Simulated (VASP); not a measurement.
Set up this calculation in VASP 6.6.1, as the native input.

| Quantity | Value |
| --- | --- |
| Task | core levels |
| Functional | PBEsol |
| Potentials or basis | VASP PAW PBE potentials, release 64 (Pd) |
| Cutoff | 520 eV |
| k mesh | 10 × 10 × 10 |
| Occupations | methfessel-paxton, width 0.1 eV |
| Spin | no spin polarisation |
| Further INCAR settings | ALGO = Normal; EDIFF = 1e-06 |

The structure of Pd lies in POSCAR:

```
Pd
1.0
    0.0000000000      3.8930000000      3.8930000000
    3.8930000000      0.0000000000      3.8930000000
    3.8930000000      3.8930000000      0.0000000000
Pd
8
Direct
    0.0000000000      0.0000000000      0.0000000000
    0.0000000000      0.0000000000      0.5000000000
    0.0000000000      0.5000000000      0.0000000000
    0.0000000000      0.5000000000      0.5000000000
    0.5000000000      0.0000000000      0.0000000000
    0.5000000000      0.0000000000      0.5000000000
    0.5000000000      0.5000000000      0.0000000000
    0.5000000000      0.5000000000      0.5000000000
```

These files were run (other wordings do the same):

INCAR

```
ALGO     = Normal         # electronic algorithm
EDIFF    = 1E-6           # SCF threshold, eV
ENCUT    = 520            # plane-wave cutoff, eV
GGA      = PS             # functional
ICORELEVEL= 1            
ISIF     = 2              # what is computed and relaxed
ISMEAR   = 1              # smearing method
KPAR     = 4            
LASPH    = T              # aspherical terms in the spheres
LCHARG   = F              # write CHGCAR
LREAL    = F              # projectors in reciprocal space
LWAVE    = F              # write WAVECAR
NELM     = 80             # most SCF steps
PREC     = Accurate       # precision mode
SIGMA    = 0.1            # smearing width, eV
```

KPOINTS

```
k-points
0
Gamma
  10 10 10
```

Potentials or basis: VASP PAW PBE potentials, release 64 (Pd).

Run with:

```sh
$ cat potpaw_PBE.64/Pd/POTCAR > POTCAR
$ mpirun -np 4 vasp_std > vasp.out
```

It gave:

The pressure is -3.2 GPa and the band gap on the k mesh is none (metal or under the smearing width).

Caveat: the PAW data sets were made with another functional, which shifts forces and pressure a little.

Run time: 110 s on 4 MPI ranks on Intel(R) Xeon(R) Platinum 8375C CPU @ 2.90GHz (Ice Lake) (shared host), peak memory 0.35 GiB a rank.
